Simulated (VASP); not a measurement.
Here is the system:

```
CELL_PARAMETERS angstrom
      4.52107     0.00000     0.00000
      0.00000     3.19688     0.00000
      0.00000     0.00000    24.52811
ATOMIC_POSITIONS crystal
  P  0.24528 0.00000 0.66864
  P  0.26216 0.00000 0.53300
  P  0.76721 0.50000 0.59801
  P  0.26721 0.00000 0.40199
  P  0.76216 0.50000 0.46700
  P  0.74528 0.50000 0.33136
  B  0.45322 0.50000 0.64887
  B  0.01094 0.00000 0.59825
  B  0.51120 0.50000 0.53220
  B  0.01120 0.00000 0.46780
  B  0.51094 0.50000 0.40175
  B  0.95322 0.00000 0.35113
```

Calculation: PBEsol GGA, VASP's PBE PAW potentials (set 64) (plane waves; VASP 6.6.1). Numerical set-up: PREC = Normal, 450 eV cut-off, 5×6×1 Γ-centred mesh, Gaussian smearing of 0.050 eV, potentials P B.

Problem. Estimate the energy per atom (σ→0).

Solution. 
The energy per atom (σ→0) is -6.506 eV/atom.

Only differences to runs with the same potentials and settings are physical.

The cell is a thin slab with vacuum, built from BP (zinc blende): (110) face.
